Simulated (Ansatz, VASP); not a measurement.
**TaAu (Ta-Au-Au-Ta stack, (111) layers): VASP beside Ansatz**

Aim: how closely do two programs agree when they are given the same cell, functional and k mesh? The cell is taken from a series of runs on this material, whose earlier steps may have relaxed, scaled, displaced or heated it; both programs get it as it stands.

Program: Ansatz 0.2.0. Level of theory: plane waves, with VASP 6.6.1 beside it; LDA. Results are calculated unless marked as measured.

## (1) Set-up

The cell holds 4 atoms: 2 Ta and 2 Au. Its edges and angles: a = 2.817 Å, b = 2.817 Å, c = 37.934 Å, α = 90.0°, β = 90.0°, γ = 120.0°. It derives from TaAu. Vacuum lies along c.

## (2) Ansatz: zone-centre phonons, LDA

Ansatz runs on its PAW soft_1 files.

Second derivatives magnify differences that forces hide, and they need a tight electronic threshold.

File input.yaml:

```yaml
crystal:
  lattice:
    - [2.817071638, 0.0, 0.0]
    - [-1.408535819, 2.4396556028, 0.0]
    - [0.0, 0.0, 37.9335366104]
  atoms:
    - { symbol: Ta, position: [0.0, 0.0, 0.1449549804] }
    - { symbol: Au, position: [0.3333333333, 0.6666666667, 0.2057671445] }
    - { symbol: Au, position: [0.6666666667, 0.3333333333, 0.2705071925] }
    - { symbol: Ta, position: [0.0, 0.0, 0.3313193566] }
  periodic: [true, true, false]
kpoints:
  mp_grid: { grid: [9, 9, 1] }
hamiltonian:
  xc: lda
  pseudopotentials: { kind: paw, azcp: { folder: soft_1 }, xc_functional: pbe }
scf:
  occupations: { method: methfessel_paxton, width: 0.2 }
output:
  eigenvalues: true
phonons:
  method: dfpt
  qmesh: [3, 3, 1]
  temperatures: { t_max: 1000, t_step: 50 }
  qpath:
    path:
      - [0.0, 0.0, 0.0]
      - [0.5, 0.0, 0.0]
      - [0.33333333, 0.33333333, 0.0]
      - [0.0, 0.0, 0.0]
    npoints: 10
  electrical_resistivity:
    mesh: [18, 18, 1]
    temperatures: [20.0, 50.0, 77.0, 100.0, 150.0, 200.0, 300.0, 400.0, 600.0, 800.0]
  superconductivity: { mesh: [18, 18, 1] }
```

Run with:

```sh
$ ansatz run input.yaml --threads 4 --pin off --max-ram 12288MiB --backend cpu --events-out ev --progress --plain --runs-dir out
```

Numbers of over 12 decimals in the logs are rounded to 6 here.

Log:

```text
Warning: crystal.symmetry: narrowed to the stabiliser of the run's FFT grids — unitary ops 12 → 6. A phonons.method: dfpt run fills in the rows of the dynamical matrix that it does not solve by its symmetry operations, which is exact only for operations that map its FFT grids onto themselves: filled in by any other, the frequencies could depend on the order in which like atoms are typed, or, by more than the grids' own error, on where the crystal sits among the grids' points. Excluded: 6 operations. The run can therefore solve more perturbations, solve them on more k-points, or both, and cost more. [rest of the remark cut]
Engine: ansatz 0.2.0, aarch64-unknown-linux-gnu
Pseudopotentials: kind: paw
Pseudopotential: Ta, paw, valence charge 13, recommended cutoff 420 eV (normal), soft_1/Ta.paw.azcp
Pseudopotential: Au, paw, valence charge 19, recommended cutoff 420 eV (normal), soft_1/Au.paw.azcp
Functional definition: SPW92
  exchange = slater_x
  correlation = pw_c
Crystal: 4 atoms, lattice volume = 260.705 Å³
Basis set: ecut = 420 eV, 5155 PW (Γ), exchange–correlation on 40×40×512 points (8 copies of the dense FFT grid, shifted against one another)
Bands: 39, of which v1, the nominal top of the filled ones, is band 32 counted from 1 (31 counted from 0)
Symmetry: 12 space group operations
k-points: 12 of 81 (irreducible under 6 space group operations, time reversal used)
Non-local potential: Ta, projectors of the file, l = 0: 3, l = 1: 2, l = 2: 2, l = 3: 1
Non-local potential: Au, projectors of the file, l = 0: 3, l = 1: 2, l = 2: 2, l = 3: 1
PAW form: soft (Blöchl's): semilocal exchange-correlation on the pseudo side does not see the compensation charge
PAW frozen core: Ta, regenerated for the run's functional, and the local potential with it (the file was generated under x = pbe(κ = 0.804, μ = 0.219515), c = pbe(β = 0.066725))
PAW frozen core: Au, regenerated for the run's functional, and the local potential with it (the file was generated under x = pbe(κ = 0.804, μ = 0.219515), c = pbe(β = 0.066725))
PAW one-centre angular grid: Ta, 590 points (default); XC on 64 Gauss nodes
PAW one-centre angular grid: Au, 590 points (default); XC on 64 Gauss nodes
Initial density: superposition of atomic densities (neutral atoms: chi_scale 0, normalization atom)
Initial wavefunctions: pseudopotential atomic-orbital guess
Functional: x = slater, c = lda
SCF iter   1: F=—  HF=-45102.481690 eV  |F-HF|=—  |Δ(HF+E_count)|=         —  Δρ=8.57e-2  dr2=1.06e2  ethr=3.10e-3  ⟨swp⟩=13.9  Hψ=3429  notcnv=0
preconditioner: auto → LDOS  [metal: Δε(μ)=0.025 eV  Ē_g=5.569 eV  σ=0.200 eV  W_gap=0.10  n_scr=26 (ndim 8)  ℏωp=13.0 eV  f_vac=0.690  D(μ)=6.34/eV (n_scr^D=24)  β→1.0]
SCF iter   2: F=—  HF=-45098.656386 eV  |F-HF|=—  |Δ(HF+E_count)|=    3.83e0  S|Δr|=    0.00e0  Δρ=3.56e-2  dr2=1.73e1  ethr=3.10e-3  ⟨swp⟩=3.5  Hψ=1332  notcnv=0  defer=12
[...]
k-point 11: bands = [... 28 lower, -5.8963, -5.8963, -5.8748, -5.8748, -5.6779, -5.6779, -3.8779, -3.3247, ... 3 higher]
--- Phonons (Γ-DFPT): 8 representative perturbations + reference (Σ response iterations 46) ---
  ASR residual: 2.572e-5 → 0.000e0 eV/Å²; symmetrization residual: 1.616e-6 eV/Å²
  The last average, over the group as it would stand without the narrowing to the FFT grids, took up to 9.787e-7 eV/Å² of the zone centre's force constants
  ASR residual per site (eV/Å²): 1.26e-5 2.57e-5 2.55e-5 1.34e-5
  Γ frequencies (cm⁻¹): 0.00 0.00 0.00 21.14 21.14 65.75 70.62 70.62 72.95 72.95 134.25 151.40
--- Phonons (arbitrary-q DFPT): 3 irreducible q on the 3×3×1 mesh ---
  q = [0.0000, 0.0000, 0.0000] (star 1, of the zone-centre solve; hermiticity 3.45e-7, symmetrization 4.32e-12, taken by the last average 1.05e-7): -0.00 -0.00 0.00 21.14 21.14 65.75 70.62 70.62 72.95 72.95 134.25 151.40
  q = [0.0000, 0.3333, 0.0000] (star 6, 12 solved perturbations on 45 of 81 k-point pairs; hermiticity 5.68e-8, symmetrization 4.00e-10, taken by the last average 6.50e-8): 56.02 60.76 67.68 75.63 90.79 94.25 96.97 113.49 131.66 143.74 151.24 154.91
  q = [0.3333, 0.3333, 0.0000] (star 2, 8 solved perturbations in 256 linear systems a pass and spin channel, the states on 45 of 81 k-point pairs; hermiticity 1.30e-6, symmetrization 6.35e-7, taken by the last average 6.14e-8): 91.08 91.08 96.24 112.24 137.73 137.73 143.45 143.45 144.34 152.54 168.06 168.06
  sum rule: each row above includes the acoustic sum rule's correction from the zone centre's row sums; it moved no ω² by more than (0.19 cm⁻¹)²
  mesh force constants: q→R imaginary residual 0.00e0; ASR residual 2.572e-5 → 0.000e0 eV/Å²; symmetrization residual 1.066e-14 eV/Å²
  interpolated dispersion: 31 rows × 12 modes
  density of states and harmonic sums: on the 27×27×1 q-mesh, interpolated from the force constants of a 3×3×1 supercell (no non-analytic term)
  largest difference from the sums on the solved wave vectors: F 8.47e-2 eV, S 1.13e-4 and C_V 2.84e-5 eV/K
  zero-point energy: 0.078440 eV/cell   skipped modes (ω ≤ 0): 3   left out of the sums: 3.43e-4 of the cell's modes: C_V's classical limit lies that fraction below 3 k_B per atom; for a crystal, a wire or a layer, F and S can be off by more, and a phonons.interpolated_qmesh denser along its periods is the remedy for the sampling
--- Electrical resistivity: potentials and phonons of a 3×3×1 supercell ---
[...]
the resistivity is that of a variational response, whose dependence on the energy is improved iteratively
  tensors lie in the sheet's plane, the Hall coefficient along its normal; that, the resistivity and the plasma energy are of the whole cell, vacuum included; the cell is 37.934 Å high
  at the Fermi level of each mesh (of a tensor half of its trace):
           mesh   spin    states/(eV spin)  plasma energy (eV)         λ      λ_tr    ħω_log (meV)
        18×18×1                     1.7535              3.7448    0.5304    0.6731           9.601
          9×9×1                     1.8475              3.5741    0.5583    0.6630           9.825
  resistivity on the deck's mesh, µΩ·cm:
     T (K)       trace/2  mesh converged            xx            yy            zz    lowest order   relaxation time
     20.00     5.0297e-1              no     5.0297e-1     5.0297e-1      0.0000e0       7.2877e-1         5.4375e-1
     50.00      5.1393e0              no      5.1393e0      5.1393e0      0.0000e0        5.9377e0          4.9879e0
     77.00      1.0783e1              no      1.0783e1      1.0783e1      0.0000e0        1.1804e1          1.0404e1
    100.00      1.5518e1              no      1.5518e1      1.5518e1      0.0000e0        1.6752e1          1.4970e1
    150.00      2.5350e1              no      2.5350e1      2.5350e1      0.0000e0        2.7189e1          2.4465e1
    200.00      3.4848e1              no      3.4848e1      3.4848e1      0.0000e0        3.7420e1          3.3632e1
    300.00      5.3554e1              no      5.3554e1      5.3554e1      0.0000e0        5.7929e1          5.1676e1
    400.00      7.2195e1              no      7.2195e1      7.2195e1      0.0000e0        7.8768e1          6.9685e1
    600.00      1.0965e2              no      1.0965e2      1.0965e2      0.0000e0        1.2123e2          1.0596e2
    800.00      1.4779e2              no      1.4779e2      1.4779e2      0.0000e0        1.6457e2          1.4304e2
  sheet resistance at 20 K: 1.326 Ω
  mean free path at 20 K (of a tensor half of its trace): 546 nm by what each carries, 423 by the Fermi surface alone
  sheet resistance at 50 K: 13.55 Ω
  mean free path at 50 K (of a tensor half of its trace): 49.5 nm by what each carries, 41.4 by the Fermi surface alone
  Hall coefficient in a weak field at 50 K (along the normal): 2.380e-10 m³/C (as a tensor it moves by 23.1 % between the two finest meshes); by each state's relaxation time: 2.515e-10 m³/C; by a constant relaxation time: 1.182e-10 m³/C
  sheet resistance at 77 K: 28.43 Ω
  mean free path at 77 K (of a tensor half of its trace): 23.0 nm by what each carries, 19.7 by the Fermi surface alone
  Hall coefficient in a weak field at 77 K (along the normal): 2.614e-10 m³/C (as a tensor it moves by 18.5 % between the two finest meshes); by each state's relaxation time: 2.703e-10 m³/C; by a constant relaxation time: 1.172e-10 m³/C
  sheet resistance at 100 K: 40.91 Ω
  mean free path at 100 K (of a tensor half of its trace): 15.9 nm by what each carries, 13.7 by the Fermi surface alone
  Hall coefficient in a weak field at 100 K (along the normal): 2.680e-10 m³/C (as a tensor it moves by 17.0 % between the two finest meshes); by each state's relaxation time: 2.750e-10 m³/C; by a constant relaxation time: 1.163e-10 m³/C
  sheet resistance at 150 K: 66.83 Ω
  mean free path at 150 K (of a tensor half of its trace): 9.75 nm by what each carries, 8.39 by the Fermi surface alone
  Hall coefficient in a weak field at 150 K (along the normal): 2.726e-10 m³/C (as a tensor it moves by 16.8 % between the two finest meshes); by each state's relaxation time: 2.784e-10 m³/C; by a constant relaxation time: 1.151e-10 m³/C
  sheet resistance at 200 K: 91.87 Ω
  mean free path at 200 K (of a tensor half of its trace): 7.14 nm by what each carries, 6.10 by the Fermi surface alone
  Hall coefficient in a weak field at 200 K (along the normal): 2.737e-10 m³/C (as a tensor it moves by 18.4 % between the two finest meshes); by each state's relaxation time: 2.794e-10 m³/C; by a constant relaxation time: 1.150e-10 m³/C
  sheet resistance at 300 K: 141.2 Ω
  mean free path at 300 K (of a tensor half of its trace): 4.73 nm by what each carries, 3.97 by the Fermi surface alone
  Hall coefficient in a weak field at 300 K (along the normal): 2.745e-10 m³/C (as a tensor it moves by 22.5 % between the two finest meshes); by each state's relaxation time: 2.801e-10 m³/C; by a constant relaxation time: 1.175e-10 m³/C
  sheet resistance at 400 K: 190.3 Ω
  mean free path at 400 K (of a tensor half of its trace): 3.57 nm by what each carries, 2.95 by the Fermi surface alone
  Hall coefficient in a weak field at 400 K (along the normal): 2.762e-10 m³/C (as a tensor it moves by 26.2 % between the two finest meshes); by each state's relaxation time: 2.813e-10 m³/C; by a constant relaxation time: 1.225e-10 m³/C
  sheet resistance at 600 K: 289.1 Ω
  mean free path at 600 K (of a tensor half of its trace): 2.41 nm by what each carries, 1.94 by the Fermi surface alone
  Hall coefficient in a weak field at 600 K (along the normal): 2.816e-10 m³/C (as a tensor it moves by 30.6 % between the two finest meshes); by each state's relaxation time: 2.858e-10 m³/C; by a constant relaxation time: 1.370e-10 m³/C
  sheet resistance at 800 K: 389.6 Ω
  mean free path at 800 K (of a tensor half of its trace): 1.80 nm by what each carries, 1.44 by the Fermi surface alone
  Hall coefficient in a weak field at 800 K (along the normal): 2.882e-10 m³/C (as a tensor it moves by 31.2 % between the two finest meshes); by each state's relaxation time: 2.918e-10 m³/C; by a constant relaxation time: 1.540e-10 m³/C
  the resistivity times a path that all electrons share, by the Fermi surface of the deck's mesh alone (half of the trace): 2.127e-15 Ω·m²
  not converged in the mesh (λ; λ_tr; the resistivity at 20 K by 8.26 %; the resistivity at 50 K by 10.19 %; the resistivity at 77 K by 10.01 %; the resistivity at 100 K by 9.95 %; the resistivity at 150 K by 10.21 %; the resistivity at 200 K by 10.78 %; the resistivity at 300 K by 12.00 %; the resistivity at 400 K by 12.79 %; the resistivity at 600 K by 13.12 %; the resistivity at 800 K by 12.61 %): between neighbou [...]
  vibrations of 9 cells: unjudged by the run; compare a larger repeat
  the changes of the potential over all sites missed a rigid shift's by 0.37 % (the site terms' by 0.01 %)
[the section on superconductivity is kept apart]
```

(Part 1 of 3 ends here.)

[Lines on the potential files, build, host, timing and source positions are cut from VASP's logs without a mark.]

[Logs are printed without paths, hosts, clocks, repeated set-up lines and the standing remarks that a program may print on its own settings, such as how far it seeks lower states.]

[Hosts, paths, dates, database ids (printed as entryN), source tags and the programs' standing remarks are cut or masked in the printed files.]
